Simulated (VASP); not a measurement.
Here is the system:

```xyz
2
Lattice="0.0000 2.3880 2.3880 2.3880 0.0000 2.3880 2.3880 2.3880 0.0000" Properties=species:S:1:pos:R:3 pbc="T T T"
Ca     0.0000     0.0000     0.0000
O      2.3880     2.3880     2.3880
```

Calculation: PBEsol GGA, VASP's PBE PAW potentials (set 64) (plane waves; VASP 6.6.1). Settings: 600 eV cut-off, 10×10×10 Γ-centred mesh, Gaussian smearing of 0.050 eV, potentials Ca_sv O.

**Question.** Estimate the energy per atom (σ→0), band gap (on the k-mesh) with the smallest direct gap where there is one.

**Answer.** 
```json
{
  "band gap (on the k-mesh)": "3.53 eV",
  "smallest direct gap (on the k-mesh)": "3.90 eV",
  "energy per atom (σ→0)": "-6.707 eV/atom"
}
```

Total energies compare only between runs with the same potentials, cut-off and functional.

The compound is CaO in the rock salt structure. It was relaxed first.
